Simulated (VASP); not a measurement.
An input for Ansatz (written as the equivalent of a VASP run, and not itself run):

Ansatz 0.2 input:
```yaml
crystal:
  lattice:
    - [-1.8233650, 1.8233650, 6.3250600]
    - [1.8233650, -1.8233650, 6.3250600]
    - [1.8233650, 1.8233650, -6.3250600]
  atoms:
    - { symbol: K, position: [0.0000000, 0.0000000, 0.0000000] }
    - { symbol: Fe, position: [0.7500000, 0.2500000, 0.5000000] }
    - { symbol: Fe, position: [0.2500000, 0.7500000, 0.5000000] }
    - { symbol: S, position: [0.6577400, 0.6577400, 0.0000000] }
    - { symbol: S, position: [0.3422600, 0.3422600, 0.0000000] }
kpoints:
  mp_grid: { grid: [7, 7, 7] }
hamiltonian:
  xc: pbesol
  pseudopotentials: { kind: paw }
scf:
  occupations: { method: fermi_dirac, width: 0.136 }
  max_iter: 100
output: { forces: true, stress: true, eigenvalues: true }
```

Question: Write the VASP files for the same calculation (PBEsol).

Answer: This is not unique; one that fits is 
### INCAR
```
# general
SYSTEM =K(FeS)2
PREC   =Accurate
ENCUT  =300
LREAL  =.FALSE.
LASPH  =.TRUE.

# electronic loop
EDIFF  =1E-6
NELM   =100
ALGO   =Normal
LMAXMIX=4

# smearing
ISMEAR =-1
SIGMA  =0.136

# functional
GGA    =PS

# ions
ISIF   =2

# output
LWAVE  =.FALSE.
LCHARG =.FALSE.
```

### POSCAR
```
K(FeS)2
1
   -1.8233650000     1.8233650000     6.3250600000
    1.8233650000    -1.8233650000     6.3250600000
    1.8233650000     1.8233650000    -6.3250600000
K Fe S
1 2 2
Direct
  0.0000000000   0.0000000000   0.0000000000
  0.7500000000   0.2500000000   0.5000000000
  0.2500000000   0.7500000000   0.5000000000
  0.6577400000   0.6577400000   0.0000000000
  0.3422600000   0.3422600000   0.0000000000
```

File KPOINTS:
```
kpoints
0
gamma
 7 7 7
0 0 0
```

POTCAR, in this order: K_sv Fe S (PBE.64 set). Program: vasp_std.

Limits of the translation: each code has its own PAW files, so the cut-off isn't converted (ENCUT is set for VASP's; basis.ecutwfc is left out, and Ansatz then takes the one that its files recommend); Ansatz stops its SCF on the density residual and VASP on the energy change (EDIFF).

The structure comes from a computed database's Fe2KS2 entry; how it stands against other phases isn't given here. The cell was not relaxed at this level. The k-mesh is coarse (spacing up to 0.35 per Å, 2π included), so the numbers may not be converged in it. The run is one of a series of settings (GGA = PS, POTCAR K_sv Fe S (PBE.64 set) against the base run), some of them coarse on purpose.
